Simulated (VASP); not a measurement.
Output of a VASP run:

**OSZICAR**
```
       N       E                     dE             d eps       ncg     rms          rms(c)
DAV:   1     0.259525040876E+03    0.25953E+03   -0.24375E+04   920   0.189E+03
DAV:   2    -0.406773438325E+02   -0.30020E+03   -0.29376E+03  1172   0.387E+02
DAV:   3    -0.537412712731E+02   -0.13064E+02   -0.13043E+02  1174   0.782E+01
DAV:   4    -0.540361816138E+02   -0.29491E+00   -0.29484E+00  1340   0.106E+01
DAV:   5    -0.540426705071E+02   -0.64889E-02   -0.64888E-02  1238   0.993E-01    0.811E+01
DAV:   6    -0.475349422810E+02    0.65077E+01   -0.38089E+01  1018   0.395E+01    0.672E+01
DAV:   7    -0.473704629066E+02    0.16448E+00   -0.21653E+00  1170   0.106E+01    0.335E+01
DAV:   8    -0.473263035573E+02    0.44159E-01   -0.12073E-01  1234   0.281E+00    0.329E+00
DAV:   9    -0.473219933518E+02    0.43102E-02   -0.27932E-02  1159   0.115E+00    0.175E+00
DAV:  10    -0.473214360859E+02    0.55727E-03   -0.44269E-03  1138   0.469E-01    0.316E-01
DAV:  11    -0.473214171603E+02    0.18926E-04   -0.43984E-04  1151   0.150E-01    0.128E-01
DAV:  12    -0.473214119448E+02    0.52154E-05   -0.53622E-05  1356   0.477E-02    0.677E-02
DAV:  13    -0.473214120423E+02   -0.97507E-07   -0.27411E-06   988   0.119E-02
   1 F= -.39314291E+02 E0= -.39314291E+02  d E =-.393143E+02
       N       E                     dE             d eps       ncg     rms          rms(c)
DAV:   1    -0.472958712752E+02    0.25541E-01   -0.64051E-02   948   0.201E+00    0.973E-01
DAV:   2    -0.472938533960E+02    0.20179E-02   -0.96223E-03  1004   0.644E-01    0.254E-01
DAV:   3    -0.472935260906E+02    0.32731E-03   -0.62207E-04  1231   0.195E-01    0.177E-01
DAV:   4    -0.472934707590E+02    0.55332E-04   -0.29263E-04  1201   0.115E-01    0.124E-01
DAV:   5    -0.472934717913E+02   -0.10323E-05   -0.11938E-05  1264   0.190E-02    0.162E-01
DAV:   6    -0.472934736503E+02   -0.18590E-05   -0.80073E-06  1174   0.187E-02    0.305E-02
DAV:   7    -0.472934731187E+02    0.53156E-06   -0.13163E-06   663   0.766E-03
   2 F= -.39314046E+02 E0= -.39314046E+02  d E =0.245350E-03
       N       E                     dE             d eps       ncg     rms          rms(c)
DAV:   1    -0.473144584317E+02   -0.20985E-01   -0.31892E-02   948   0.142E+00    0.678E-01
DAV:   2    -0.473134779329E+02    0.98050E-03   -0.46743E-03   990   0.450E-01    0.177E-01
DAV:   3    -0.473133161903E+02    0.16174E-03   -0.30072E-04  1200   0.135E-01    0.122E-01
DAV:   4    -0.473132885051E+02    0.27685E-04   -0.14669E-04  1222   0.812E-02    0.859E-02
DAV:   5    -0.473132890158E+02   -0.51072E-06   -0.59440E-06  1167   0.135E-02
   3 F= -.39314353E+02 E0= -.39314353E+02  d E =-.624862E-04
```

### OUTCAR
```
------------------------ aborting loop because EDIFF is reached ----------------------------------------
  FORCE on cell =-STRESS in cart. coord.  units (eV):
  Direction    XX          YY          ZZ          XY          YZ          ZX
  --------------------------------------------------------------------------------------
  Total        8.0054081      8.0054081      8.0054081      0.0000000     -0.0000000      0.0000000
  in kB      200.1618321    200.1618321    200.1618321      0.0000000     -0.0000000      0.0000000
  external PRESSURE =       0.1618321 kB  Pullay stress =     200.0000000 kB
  volume of cell :       64.08
      direct lattice vectors                 reciprocal lattice vectors
     4.001636144  0.000000000 -0.000000000     0.249897783 -0.000000000  0.000000000
     0.000000000  4.001636144  0.000000000    -0.000000000  0.249897783 -0.000000000
    -0.000000000  0.000000000  4.001636144     0.000000000 -0.000000000  0.249897783
 POSITION                                       TOTAL-FORCE (eV/Angst)
 -----------------------------------------------------------------------------------
      0.00000      0.00000      0.00000        -0.000000     -0.000000      0.000000
      2.00082      2.00082      2.00082        -0.000000      0.000000      0.000000
      2.00082      0.00000      2.00082        -0.000000      0.000000      0.000000
      0.00000      2.00082      2.00082         0.000000      0.000000      0.000000
      2.00082      2.00082      0.00000        -0.000000     -0.000000      0.000000
 -----------------------------------------------------------------------------------
    total drift:                                0.000000      0.000000      0.000000
  FREE ENERGIE OF THE ION-ELECTRON SYSTEM (eV)
  ---------------------------------------------------
  free  energy   TOTEN  =       -47.3132890158 eV

  energy  without entropy=      -47.3132890158  energy(sigma->0) =      -47.31328902
  enthalpy is  TOTEN    =       -39.3143533399 eV   P V=        7.9989356759

 reached required accuracy - stopping structural energy minimisation
```
(Selected blocks of OUTCAR.)

File POSCAR:
```
BaHfO3
1
    4.0030006700     0.0000000000     0.0000000000
   -0.0000000000     4.0030006700    -0.0000000000
    0.0000000000     0.0000000000     4.0030006700
Ba Hf O
1 1 3
Direct
  0.0000000000   0.0000000000   0.0000000000
  0.5000000000   0.5000000000   0.5000000000
  0.5000000000   0.0000000000   0.5000000000
  0.0000000000   0.5000000000   0.5000000000
  0.5000000000   0.5000000000   0.0000000000
```

**Question.** Write an INCAR and KPOINTS that could have produced this output.

**Answer.** One answer among several that fit: the input of the run itself, LDA (Ceperley-Alder, Perdew-Zunger), plane waves, VASP's LDA PAW potentials (set 64).

KPOINTS:
```
kpoints
0
Gamma
 6 6 6
0 0 0
```

INCAR:
```
# general
SYSTEM  = BaHfO3
PREC    = Accurate
ENCUT   = 620   # plane-wave cut-off (eV)
LREAL   = .False.   # projection in real space or not
LASPH   = .True.   # aspherical one-centre terms

# electronic loop
EDIFF   = 1E-6   # SCF stop (eV)
NELM    = 100
ALGO    = Normal
LMAXMIX = 6

# smearing
ISMEAR  = 0
SIGMA   = 0.05   # width (eV)

# ions
IBRION  = 2   # conjugate gradients
NSW     = 40   # most ionic steps
ISIF    = 3
EDIFFG  = -0.02
PSTRESS = 200   # kbar

# output
LWAVE   = .False.
LCHARG  = .False.
```

POTCAR, in this order: Ba_sv Hf_pv O (LDA.64 set). Program: vasp_std.

The compound is BaHfO3 in the cubic perovskite structure. This run relaxes it under an external pressure of 20 GPa. Symmetry was kept, so distortions that lower it aren't found.
